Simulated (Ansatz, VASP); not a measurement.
**Cross-check of BiAs between VASP and Ansatz**

Aim: how closely do two programs agree when they are given the same cell, functional and k mesh? The cell is generated by rule, not measured, and may not be a known phase. The cell is taken from a series of runs on this material, whose earlier steps may have relaxed, scaled, displaced or heated it; both programs get it as it stands.

Calculated with Ansatz 0.2.0; plane waves, with VASP 6.6.1 beside it; zone-centre phonons at PBEsol.

The structure was built from a prototype and need not be the compound's stable phase.

### 1. The structure

The structure is tetragonal, space group P4/nmm (No. 129). Conventional cell: a = 5.162 Å, b = 5.162 Å, c = 3.825 Å, α = 90.00°, β = 90.00°, γ = 90.00°. Nearest to Bi lie 8 As at 2.96 to 3.51 Å. Nearest to As lie 8 Bi at 2.96 to 3.51 Å. Farther neighbours are not listed.

As a file:

```xyz
4
Lattice="5.1621 0.0000 0.0000 0.0000 5.1621 0.0000 0.0000 0.0000 3.8249" Properties=species:S:1:pos:R:3 pbc="T T T"
Bi    0.0000    0.0000    0.0000
Bi    2.5810    2.5810    0.0000
As    0.0000    2.5810    2.3853
As    2.5810    0.0000    1.4396
```

### 2. VASP: zone-centre phonons, PBEsol

Second derivatives magnify differences that forces hide, and they need a tight electronic threshold.

Lines of VASP's logs that name or quote its potential files are left out, and so is its time.

Input file INCAR:

```
SYSTEM = BiAs
PREC = Accurate
ENCUT = 500
EDIFF = 1E-08
NELM = 120
ISMEAR = 1
SIGMA = 0.15
LREAL = .FALSE.
ALGO = Normal
GGA = PS
NBANDS = 26
LORBIT = 11
LWAVE = .FALSE.
LCHARG = .FALSE.
ISIF = 2
IBRION = 8
LASPH = .TRUE.
GGA_COMPAT = .FALSE.
KPAR = 2
```

Input file POSCAR:

```
BiAs
1.0
    5.1620587576      0.0000000000      0.0000000000
    0.0000000000      5.1620587576      0.0000000000
    0.0000000000      0.0000000000      3.8249328242
Bi As
2 2
Direct
    0.0000000000      0.0000000000      0.0000000000
    0.5000000000      0.5000000000      0.0000000000
    0.0000000000      0.5000000000      0.6236289737
    0.5000000000      0.0000000000      0.3763710263
```

Input file KPOINTS:

```
Automatic mesh
0
Gamma
8 8 10
0 0 0
```

Potentials, in the order of the species: Bi_d and As (PBE family, release 64).

Command:

```console
> mpirun -np 2 vasp_std
```

Numbers of over 12 decimals in the logs are rounded to 6 here.

Output:

```text
[banner, memory and clock lines left out]
running    2 mpi-ranks, on    1 nodes
 distrk:  each k-point on    1 cores,    2 groups
 distr:  one band on    1 cores,    1 groups

 POSCAR found type information on POSCAR BiAs
 POSCAR found :  2 types and       4 ions
|                                                                             |
|               ----> ADVICE to this user running VASP <----                  |
|                                                                             |
|     You enforced a specific xc type in the INCAR file but a different       |
|     [... a line on the potential file left out ...]
|     I HOPE YOU KNOW WHAT YOU ARE DOING!                                     |
|                                                                             |

 LDA part: xc-table for (Slater+PW92), standard interpolation
 POSCAR, INCAR and KPOINTS ok, starting setup
 FFT: planning ... GRIDC
 FFT: planning ... GRID_SOFT
 FFT: planning ... GRID
 WAVECAR not read
 entering main loop
       N       E                     dE             d eps       ncg     rms          rms(c)
DAV:   1     0.374667226120E+03    0.37467E+03   -0.19318E+04  4680   0.163E+03
DAV:   2     0.177602684932E+02   -0.35691E+03   -0.35080E+03  4876   0.427E+02
DAV:   3    -0.170379030246E+02   -0.34798E+02   -0.34130E+02  5762   0.145E+02
DAV:   4    -0.183851540425E+02   -0.13473E+01   -0.13357E+01  5310   0.292E+01
DAV:   5    -0.184422148315E+02   -0.57061E-01   -0.57033E-01  6604   0.598E+00    0.308E+00
DAV:   6    -0.181529781983E+02    0.28924E+00   -0.92937E-01  5816   0.550E+00    0.163E+00
DAV:   7    -0.181555504370E+02   -0.25722E-02   -0.13262E-01  5198   0.150E+00    0.813E-01
DAV:   8    -0.181523030275E+02    0.32474E-02   -0.14816E-02  5312   0.839E-01    0.160E-01
DAV:   9    -0.181515536518E+02    0.74938E-03   -0.39612E-03  5274   0.373E-01    0.600E-02
DAV:  10    -0.181515962929E+02   -0.42641E-04   -0.45461E-04  5088   0.950E-02    0.457E-02
DAV:  11    -0.181515984443E+02   -0.21513E-05   -0.92464E-05  6218   0.705E-02    0.149E-02
DAV:  12    -0.181515934371E+02    0.50072E-05   -0.13387E-05  5224   0.239E-02    0.847E-03
DAV:  13    -0.181515924614E+02    0.97565E-06   -0.14928E-06  5808   0.808E-03    0.408E-03
DAV:  14    -0.181515923039E+02    0.15759E-06   -0.82075E-07  6334   0.749E-03    0.183E-03
DAV:  15    -0.181515922856E+02    0.18226E-07   -0.52444E-07  5814   0.453E-03    0.308E-04
DAV:  16    -0.181515922754E+02    0.10275E-07   -0.28668E-08  3160   0.820E-04    0.361E-04
DAV:  17    -0.181515923051E+02   -0.29790E-07   -0.78081E-09  2408   0.463E-04    0.856E-05
DAV:  18    -0.181515922993E+02    0.58690E-08   -0.18224E-09  2402   0.314E-04
   1 F= -.18151592E+02 E0= -.18150920E+02  d E =-.201599E-02
 Linear response reoptimize wavefunctions to high precision
DAV:   1    -0.181515922913E+02    0.79781E-08   -0.48537E-10  2410   0.158E-04
DAV:   2    -0.181515922913E+02   -0.21828E-10   -0.10565E-10  2396   0.933E-05
 Linear response DOF=           4
 Linear response progress:
  Degree of freedom:   1/  4
       N       E                     dE             d eps       ncg     rms          rms(c)
RMM:   1    -0.338914028040E+00   -0.33891E+00    0.21017E-01 14418   0.819E+00
RMM:   2    -0.346008445998E+00   -0.70944E-02   -0.20022E-02 18359   0.969E-01    0.398E-02
RMM:   3    -0.345902329011E+00    0.10612E-03   -0.10299E-03 20004   0.274E-01    0.233E-02
RMM:   4    -0.345666903657E+00    0.23543E-03   -0.31514E-04 20077   0.830E-02    0.403E-03
RMM:   5    -0.345646029308E+00    0.20874E-04    0.10252E-04 20566   0.280E-02    0.237E-03
RMM:   6    -0.345662177634E+00   -0.16148E-04   -0.27186E-05 20226   0.115E-02    0.631E-04
RMM:   7    -0.345664332066E+00   -0.21544E-05    0.82731E-06 21074   0.502E-03    0.322E-04
RMM:   8    -0.345665103864E+00   -0.77180E-06   -0.79574E-06 20618   0.192E-03    0.188E-04
RMM:   9    -0.345662329644E+00    0.27742E-05   -0.22509E-08 20114   0.755E-04    0.153E-05
RMM:  10    -0.345662709837E+00   -0.38019E-06   -0.27007E-06 21402   0.343E-04    0.839E-06
RMM:  11    -0.345662553456E+00    0.15638E-06   -0.16576E-06 21299   0.174E-04    0.589E-06
RMM:  12    -0.345662379489E+00    0.17397E-06   -0.10612E-06 20520   0.983E-05    0.406E-06
RMM:  13    -0.345662335854E+00    0.43634E-07   -0.53272E-07 21966   0.540E-05    0.844E-07
RMM:  14    -0.345662305678E+00    0.30177E-07   -0.33385E-07 18729   0.309E-05    0.419E-07
RMM:  15    -0.345662282927E+00    0.22751E-07   -0.16943E-07 17415   0.196E-05    0.232E-07
RMM:  16    -0.345662282422E+00    0.50499E-09   -0.13397E-07 13524   0.141E-05    0.198E-07
RMM:  17    -0.345662273778E+00    0.86433E-08   -0.75598E-08 10573   0.113E-05    0.113E-07
 first order change of Fermi-energy  -0.17514E-05
 force on displaced ion       1 direction 1 :  -3.086   0.000   0.004
 Linear response progress:
  Degree of freedom:   2/  4
       N       E                     dE             d eps       ncg     rms          rms(c)
RMM:   1    -0.323491197158E+00   -0.32349E+00    0.27251E-01 10361   0.850E+00
RMM:   2    -0.330775214819E+00   -0.72840E-02   -0.17798E-02 12915   0.939E-01    0.343E-02
RMM:   3    -0.330713515158E+00    0.61700E-04   -0.15433E-03 14174   0.270E-01    0.200E-02
RMM:   4    -0.330531061459E+00    0.18245E-03   -0.93809E-05 14481   0.765E-02    0.101E-02
RMM:   5    -0.330420052892E+00    0.11101E-03   -0.18778E-05 14171   0.274E-02    0.253E-03
RMM:   6    -0.330422832454E+00   -0.27796E-05   -0.41765E-06 14971   0.109E-02    0.785E-04
RMM:   7    -0.330428322714E+00   -0.54903E-05   -0.13724E-06 14842   0.486E-03    0.373E-04
RMM:   8    -0.330433310179E+00   -0.49875E-05   -0.46140E-07 15326   0.211E-03    0.154E-04
RMM:   9    -0.330433860171E+00   -0.54999E-06   -0.10946E-06 14845   0.806E-04    0.295E-05
RMM:  10    -0.330434039155E+00   -0.17898E-06   -0.53232E-08 15884   0.330E-04    0.121E-05
RMM:  11    -0.330433946078E+00    0.93077E-07   -0.77422E-09 15380   0.150E-04    0.340E-06
RMM:  12    -0.330434045922E+00   -0.99845E-07   -0.55521E-08 15528   0.776E-05    0.214E-06
RMM:  13    -0.330434027047E+00    0.18875E-07    0.33194E-08 15297   0.454E-05    0.103E-06
RMM:  14    -0.330434046651E+00   -0.19604E-07    0.34101E-09 12743   0.281E-05    0.683E-07
RMM:  15    -0.330434068605E+00   -0.21954E-07    0.46264E-08 12727   0.186E-05    0.166E-07
RMM:  16    -0.330434061413E+00    0.71922E-08    0.61868E-08  7860   0.125E-05    0.216E-07
 first order change of Fermi-energy   0.20489E-04
 force on displaced ion       1 direction 3 :   0.000   0.000  -1.968
 Linear response progress:
  Degree of freedom:   3/  4
       N       E                     dE             d eps       ncg     rms          rms(c)
RMM:   1    -0.503674360145E-01   -0.50367E-01    0.47447E-02 21650   0.853E-01
RMM:   2    -0.480600678364E-01    0.23074E-02   -0.26431E-03 17242   0.228E-01    0.442E-02
RMM:   3    -0.481745487933E-01   -0.11448E-03   -0.27950E-04 19649   0.753E-02    0.245E-02
RMM:   4    -0.482717992319E-01   -0.97250E-04   -0.54953E-05 20060   0.362E-02    0.614E-03
RMM:   5    -0.482909568161E-01   -0.19158E-04   -0.21293E-05 20920   0.128E-02    0.166E-03
RMM:   6    -0.482801524420E-01    0.10804E-04    0.21973E-06 20388   0.424E-03    0.678E-04
RMM:   7    -0.482801866707E-01   -0.34229E-07    0.12746E-07 19967   0.109E-03    0.953E-05
RMM:   8    -0.482802290198E-01   -0.42349E-07   -0.25277E-09 21916   0.364E-04    0.360E-05
RMM:   9    -0.482802555833E-01   -0.26563E-07    0.17128E-07 21132   0.123E-04    0.777E-06
RMM:  10    -0.482801958925E-01    0.59691E-07    0.11666E-07 21559   0.379E-05    0.339E-06
RMM:  11    -0.482801902378E-01    0.56548E-08   -0.37299E-09 20430   0.149E-05    0.633E-07
 first order change of Fermi-energy   0.31981E-05
 force on displaced ion       3 direction 1 :  -1.837   0.000   0.006
 Linear response progress:
  Degree of freedom:   4/  4
       N       E                     dE             d eps       ncg     rms          rms(c)
RMM:   1    -0.430196402975E-01   -0.43020E-01    0.42375E-02  9145   0.813E-01
RMM:   2    -0.416583780535E-01    0.13613E-02   -0.18732E-03  7358   0.204E-01    0.428E-02
RMM:   3    -0.417129746222E-01   -0.54597E-04   -0.33821E-04  8570   0.690E-02    0.235E-02
RMM:   4    -0.417326319002E-01   -0.19657E-04   -0.41556E-07  8128   0.279E-02    0.101E-02
RMM:   5    -0.417632841274E-01   -0.30652E-04    0.31882E-06  8524   0.156E-02    0.241E-03
RMM:   6    -0.417691828506E-01   -0.58987E-05   -0.35195E-06  7815   0.492E-03    0.777E-04
RMM:   7    -0.417695536399E-01   -0.37079E-06   -0.58602E-07  8872   0.152E-03    0.251E-04
RMM:   8    -0.417691023692E-01    0.45127E-06   -0.69819E-08  8051   0.664E-04    0.471E-05
RMM:   9    -0.417690711904E-01    0.31179E-07   -0.93144E-08  9230   0.212E-04    0.222E-05
RMM:  10    -0.417689870234E-01    0.84167E-07   -0.24465E-08  9048   0.665E-05    0.537E-06
RMM:  11    -0.417689801475E-01    0.68759E-08   -0.71082E-09  9100   0.232E-05    0.214E-06
 first order change of Fermi-energy   0.25825E-03
 force on displaced ion       3 direction 3 :   0.000   0.000  -2.971
 Linear response finished
```

From OUTCAR (step 2):

```text
ion  position               nearest neighbor table
   1  0.000  0.000  0.000-   3 2.96   4 2.96   3 2.96   4 2.96   2 3.65   2 3.65   2 3.65   2 3.65

  LATTYP: Found a simple tetragonal cell.
 ALAT       =     5.1620587576
 C/A-ratio  =     0.7409704158

 Subroutine GETGRP returns: Found 16 space group operations
 (whereof  8 operations were pure point group operations)

The static configuration has the point symmetry D_2d.
 The point group associated with its full space group is D_4h.

 Found     90 irreducible k-points:

   k-points           NKPTS =     90   k-points in BZ     NKDIM =     90   number of bands    NBANDS=     26

   dimension x,y,z NGX =    40 NGY =   40 NGZ =   28
   dimension x,y,z NGXF=    80 NGYF=   80 NGZF=   56

   ENCUT  =  500.0 eV  36.75 Ry    6.06 a.u.   9.41  9.41  6.97*2*pi/ulx,y,z

   NELECT =      40.0000    total number of electrons

 k-points in reciprocal lattice and weights: Automatic mesh
   0.00000000  0.00000000  0.00000000       0.002
   0.12500000  0.00000000  0.00000000       0.006
   0.25000000  0.00000000  0.00000000       0.006
   0.37500000  0.00000000  0.00000000       0.006
   0.50000000  0.00000000  0.00000000       0.003
   0.12500000  0.12500000  0.00000000       0.006
   0.25000000  0.12500000  0.00000000       0.013
   0.37500000  0.12500000  0.00000000       0.013
   0.50000000  0.12500000  0.00000000       0.006
[...]
0.50000000  0.50000000  0.50000000       0.002

 average (electrostatic) potential at core
       1-103.9854       2-103.9854       3 -47.5647       4 -47.5647

  Total        0.0409088      0.0409088      0.0297273      0.0000000      0.0000000      0.0000000
  in kB        0.6430693      0.6430693      0.4673012      0.0000000      0.0000000      0.0000000
  external PRESSURE =       0.5844799 kB  Pullay stress =       0.0000000 kB

  energy-cutoff  :      500.00
  volume of cell :      101.92
      direct lattice vectors                 reciprocal lattice vectors
     5.162058758  0.000000000  0.000000000     0.193721158  0.000000000  0.000000000
     0.000000000  5.162058758  0.000000000     0.000000000  0.193721158  0.000000000
     0.000000000  0.000000000  3.824932824     0.000000000  0.000000000  0.261442500

 POSITION                                       TOTAL-FORCE (eV/Angst)
 -----------------------------------------------------------------------------------
      0.00000      0.00000      0.00000        -0.000000      0.000000      0.000000
      2.58103      2.58103      0.00000         0.000000      0.000000      0.000000
      0.00000      2.58103      2.38534         0.000000      0.000000     -0.012653
      2.58103      0.00000      1.43959        -0.000000      0.000000      0.012653
 -----------------------------------------------------------------------------------
    total drift:                               -0.000000     -0.000000     -0.000000

 Eigenvectors and eigenvalues of the dynamical matrix
 ----------------------------------------------------

   1 f  =    3.343678 THz    21.008948 2PiTHz  111.533089 cm-1    13.828334 meV
             X         Y         Z           dx          dy          dz
      0.000000  0.000000  0.000000     0.000000    0.000000    0.000000
      2.581029  2.581029  0.000000     0.000000    0.000000    0.000000
      0.000000  2.581029  2.385339    -0.000000   -0.000000   -0.707107
      2.581029  0.000000  1.439594    -0.000000   -0.000000    0.707107

   2 f  =    3.332787 THz    20.940519 2PiTHz  111.169810 cm-1    13.783294 meV
             X         Y         Z           dx          dy          dz
      0.000000  0.000000  0.000000     0.000000    0.000000    0.361459
      2.581029  2.581029  0.000000     0.000000    0.000000    0.361459
      0.000000  2.581029  2.385339    -0.000000   -0.000000   -0.607740
      2.581029  0.000000  1.439594    -0.000000   -0.000000   -0.607740

   3 f  =    2.943019 THz    18.491535 2PiTHz   98.168552 cm-1    12.171344 meV
             X         Y         Z           dx          dy          dz
      0.000000  0.000000  0.000000    -0.343888   -0.115308   -0.000000
      2.581029  2.581029  0.000000    -0.343888   -0.115308    0.000000
      0.000000  2.581029  2.385339     0.575506    0.192971   -0.000000
      2.581029  0.000000  1.439594     0.575506    0.192971    0.000000

   4 f  =    2.943019 THz    18.491535 2PiTHz   98.168552 cm-1    12.171344 meV
             X         Y         Z           dx          dy          dz
      0.000000  0.000000  0.000000    -0.115308    0.343888   -0.000000
      2.581029  2.581029  0.000000    -0.115308    0.343888   -0.000000
      0.000000  2.581029  2.385339     0.192971   -0.575506    0.000000
      2.581029  0.000000  1.439594     0.192971   -0.575506   -0.000000

   5 f  =    2.814159 THz    17.681884 2PiTHz   93.870249 cm-1    11.638422 meV
             X         Y         Z           dx          dy          dz
      0.000000  0.000000  0.000000     0.459584    0.087348   -0.000000
      2.581029  2.581029  0.000000    -0.459584   -0.087348   -0.000000
      0.000000  2.581029  2.385339     0.520914   -0.099004    0.000000
      2.581029  0.000000  1.439594    -0.520914    0.099004    0.000000

   6 f  =    2.814159 THz    17.681884 2PiTHz   93.870249 cm-1    11.638422 meV
             X         Y         Z           dx          dy          dz
      0.000000  0.000000  0.000000    -0.087348    0.459584    0.000000
      2.581029  2.581029  0.000000     0.087348   -0.459584   -0.000000
      0.000000  2.581029  2.385339    -0.099004   -0.520914   -0.000000
      2.581029  0.000000  1.439594     0.099004    0.520914    0.000000

   7 f  =    1.619034 THz    10.172690 2PiTHz   54.005158 cm-1     6.695783 meV
             X         Y         Z           dx          dy          dz
      0.000000  0.000000  0.000000    -0.052182    0.527665   -0.000000
      2.581029  2.581029  0.000000     0.052182   -0.527665   -0.000000
      0.000000  2.581029  2.385339     0.046038    0.465540   -0.000000
      2.581029  0.000000  1.439594    -0.046038   -0.465540   -0.000000

   8 f  =    1.619034 THz    10.172690 2PiTHz   54.005158 cm-1     6.695783 meV
             X         Y         Z           dx          dy          dz
      0.000000  0.000000  0.000000    -0.527665   -0.052182   -0.000000
      2.581029  2.581029  0.000000     0.527665    0.052182    0.000000
      0.000000  2.581029  2.385339     0.465540   -0.046038    0.000000
      2.581029  0.000000  1.439594    -0.465540    0.046038    0.000000

   9 f  =    1.304542 THz     8.196676 2PiTHz   43.514823 cm-1     5.395148 meV
             X         Y         Z           dx          dy          dz
      0.000000  0.000000  0.000000    -0.000000   -0.000000    0.707107
      2.581029  2.581029  0.000000     0.000000    0.000000   -0.707107
      0.000000  2.581029  2.385339     0.000000    0.000000    0.000000
      2.581029  0.000000  1.439594    -0.000000    0.000000    0.000000

  10 f/i=    0.002640 THz     0.016590 2PiTHz    0.088074 cm-1     0.010920 meV
             X         Y         Z           dx          dy          dz
      0.000000  0.000000  0.000000    -0.549479   -0.257910   -0.000000
      2.581029  2.581029  0.000000    -0.549479   -0.257910   -0.000000
      0.000000  2.581029  2.385339    -0.328336   -0.154112   -0.000000
      2.581029  0.000000  1.439594    -0.328336   -0.154112   -0.000000

  11 f/i=    0.002640 THz     0.016590 2PiTHz    0.088074 cm-1     0.010920 meV
             X         Y         Z           dx          dy          dz
      0.000000  0.000000  0.000000     0.257910   -0.549479   -0.000000
      2.581029  2.581029  0.000000     0.257910   -0.549479   -0.000000
      0.000000  2.581029  2.385339     0.154112   -0.328336   -0.000000
      2.581029  0.000000  1.439594     0.154112   -0.328336   -0.000000

  12 f/i=    0.009831 THz     0.061767 2PiTHz    0.327911 cm-1     0.040656 meV
             X         Y         Z           dx          dy          dz
      0.000000  0.000000  0.000000     0.000000   -0.000000    0.607740
      2.581029  2.581029  0.000000     0.000000   -0.000000    0.607740
      0.000000  2.581029  2.385339     0.000000   -0.000000    0.361459
      2.581029  0.000000  1.439594     0.000000   -0.000000    0.361459

 ELASTIC MODULI CONTR FROM IONIC RELAXATION (kBar)
 Direction    XX          YY          ZZ          XY          YZ          ZX
 --------------------------------------------------------------------------------
 XX        -968.6459    654.1158   -205.6525      0.0000      0.0000      0.0000
 YY         654.1158   -968.6459   -205.6525      0.0000      0.0000     -0.0000
 ZZ        -205.6525   -205.6525   -268.9280      0.0000      0.0000      0.0000
 XY           0.0000      0.0000      0.0000      0.0000      0.0000      0.0000
 YZ           0.0000      0.0000      0.0000      0.0000    -62.7205      0.0000
 ZX           0.0000     -0.0000      0.0000      0.0000      0.0000    -67.0115
 --------------------------------------------------------------------------------
```

The PAW data sets were made with PBE, which is usual practice but a small mismatch for other functionals.

(Part 1 of 2 ends here.)

[Lines on the potential files, build, host, timing and source positions are cut from VASP's logs without a mark.]

[Logs are printed without paths, hosts, clocks, repeated set-up lines and the standing remarks that a program may print on its own settings, such as how far it seeks lower states.]

[Hosts, paths, dates, database ids (printed as entryN), source tags and the programs' standing remarks are cut or masked in the printed files.]
